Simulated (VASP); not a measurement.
VASP runs on NiO (rock salt, AFM-II order) share one base input (PBE GGA, plane waves, VASP's PBE PAW potentials (set 64)) and change the settings named in each case.

### INCAR
```
! general
SYSTEM =NiO
PREC   =Accurate
ENCUT  =520
LREAL  =.FALSE.
LASPH  =.TRUE.

! electronic loop
EDIFF  =1E-6
NELM   =100
ALGO   =Normal
LMAXMIX=4

! smearing
ISMEAR =0
SIGMA  =0.05

! functional
GGA    =PE

! spin
ISPIN  =2
MAGMOM =2.0 -2.0 2*0.0

! ions
ISIF   =2

! output
LWAVE  =.FALSE.
LCHARG =.FALSE.
LORBIT =10
```

File KPOINTS:
```
Automatic mesh
0
Gamma
8 8 8
0 0 0
```

File POSCAR:
```
NiO
1
    4.1800000000     2.0900000000     2.0900000000
    2.0900000000     4.1800000000     2.0900000000
    2.0900000000     2.0900000000     4.1800000000
Ni O
2 2
Direct
  0.0000000000   0.0000000000   0.0000000000
  0.5000000000   0.5000000000   0.5000000000
  0.2500000000   0.2500000000   0.2500000000
  0.7500000000   0.7500000000   0.7500000000
```

POTCAR, in this order: Ni O (PBE.64 set). Program: vasp_std.

```tsv
change	E(σ→0) (eV/atom)	pressure (GPa)	gap on the mesh (eV)
base run	-5.8712	1.61	0.94
LDAU = .TRUE., LDAUJ = 0 0, LDAUL = 2 -1, LDAUTYPE = 2, LDAUU = 1.0 0	-5.7055	1.88	1.44
LDAU = .TRUE., LDAUJ = 0 0, LDAUL = 2 -1, LDAUTYPE = 2, LDAUU = 2.0 0	-5.5601	(withheld)	(withheld)
LDAU = .TRUE., LDAUJ = 0 0, LDAUL = 2 -1, LDAUTYPE = 2, LDAUU = 3.0 0	-5.4316	1.76	2.35
LDAU = .TRUE., LDAUJ = 0 0, LDAUL = 2 -1, LDAUTYPE = 2, LDAUU = 4.0 0	-5.3184	1.56	2.76
LDAU = .TRUE., LDAUJ = 0 0, LDAUL = 2 -1, LDAUTYPE = 2, LDAUU = 5.0 0	-5.2196	1.14	3.16
LDAU = .TRUE., LDAUJ = 0 0, LDAUL = 2 -1, LDAUTYPE = 2, LDAUU = 6.0 0	-5.1349	0.52	3.38
LDAU = .TRUE., LDAUJ = 0 0, LDAUL = 2 -1, LDAUTYPE = 2, LDAUU = 8.0 0	-5.0073	-1.35	3.57
LDAU = .TRUE., LDAUJ = 0 0, LDAUL = 2 -1, LDAUTYPE = 2, LDAUU = 5.0 0, LMAXMIX = 2	-5.2196	1.14	3.16
```

Task: What belongs in the gaps?

Result: 
- LDAU = .TRUE., LDAUJ = 0 0, LDAUL = 2 -1, LDAUTYPE = 2, LDAUU = 2.0 0, pressure (GPa): 1.91
- LDAU = .TRUE., LDAUJ = 0 0, LDAUL = 2 -1, LDAUTYPE = 2, LDAUU = 2.0 0, gap on the mesh (eV): 1.92

Energies of different potentials or functionals have different zeros.

Left out are runs that ran out of time, are held back, or changed the cell or the kind of run, fixed moments of cells without a moment, rows past the twelfth, gaps on odd meshes, pressures of charged cells and columns that move by less than the noise.

The compound is NiO in the rock salt, AFM-II order structure. The cell was not relaxed at this level. The spin order is the one that the start imposed; others were not tried in this run.
